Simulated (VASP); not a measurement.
Crystal: CsLiCr2Te2S3.

```
Cs Li Cr Te S
1.0
     3.31929    1.91639    6.87982
    -3.31929    1.91639    6.87982
     0.00000   -3.83279    6.87982
Cs Li Cr Te S
1 1 2 2 3
Direct
  0.00000 0.00000 0.00000
  0.50000 0.50000 0.50000
  0.79848 0.79848 0.79848
  0.20152 0.20152 0.20152
  0.67990 0.67990 0.67990
  0.32010 0.32010 0.32010
  0.13626 0.86374 0.50000
  0.50000 0.13626 0.86374
  0.86374 0.50000 0.13626
```

The cell was built by a generator and needn't be a form met in nature.

| Quantity | Value |
| --- | --- |
| Program | VASP 6.6.1 |
| Task | relaxation of cell and atoms |
| Functional | PBE |
| Dispersion | D2 |
| Potentials or basis | VASP PAW PBE potentials, release 64 (Cs_sv, Li_sv, Cr_pv, Te, S) |
| Cutoff | 600 eV |
| k mesh | 5 × 5 × 5 |
| Occupations | fermi-dirac, width 0.05 eV |
| Spin | collinear spin, ferromagnetic start |
| Starting moments | [0.0, 0.0, 3.0, 3.0, 0.0, 0.0, 0.0, 0.0, 0.0] μB |

At the start: pressure -2.2 GPa; volume 29.18 Å³/atom.

Question: How do energy, volume and symmetry change on relaxing?

Answer: Over 20 steps the energy falls by 64.2 meV/atom and the volume is 25.49 Å³/atom (-12.6 %); space group R32 (No. 155, to 0.05 Å); moment 4.00 μB per cell.

The path:
```
step  energy change (eV)  largest force (eV/Å)  pressure (GPa)  volume (Å³)
   1              0.0000                0.1272           -2.20       262.58
   2             -0.1276                0.8760            0.37       247.62
   3             -0.1276                0.8550            0.31       247.93
   4             -0.2243                0.6590            0.47       243.54
   5             -0.3604                0.8622            1.57       230.30
   6             -0.4214                0.7690            0.88       230.81
   7             -0.4407                0.6956            0.30       231.26
   8             -0.4654                0.5676            0.08       232.00
   9             -0.5081                0.2393           -0.53       234.22
  10             -0.5123                0.2678           -0.77       235.14
  11             -0.5329                0.2424           -0.14       232.31
  12             -0.5360                0.2293            0.21       230.80
  13             -0.5481                0.1856            0.15       230.63
  14             -0.5720                0.0661           -0.03       230.09
  15             -0.5535                0.2938           -0.25       228.97
  16             -0.5766                0.0532           -0.10       229.78
  17             -0.5767                0.0517           -0.11       229.73
  18             -0.5766                0.0467            0.25       228.56
  19             -0.5772                0.0306            0.06       229.18
  20             -0.5775                0.0132            0.05       229.38
```

Final structure:
```
Cs Li Cr Te S
1.0
     3.30644    1.90897    6.05671
    -3.30644    1.90897    6.05671
     0.00000   -3.81796    6.05671
Cs Li Cr Te S
1 1 2 2 3
Direct
  0.00000 0.00000 0.00000
  0.50000 0.50000 0.50000
  0.79356 0.79356 0.79356
  0.20644 0.20644 0.20644
  0.66016 0.66016 0.66016
  0.33984 0.33984 0.33984
  0.13060 0.86940 0.50000
  0.50000 0.13060 0.86940
  0.86940 0.50000 0.13060
```

Caveat: the cutoff is under 1.25 times the usual one of these potentials, so pressure, stress and relaxed cells hold a basis-set (Pulay) error; atom-pairwise D2, TS and ULG terms overbind metals; only a ferromagnetic start was run, and an antiferromagnetic order may lie lower in energy; pairwise dispersion overbinds metals, which lowers pressure and volume.
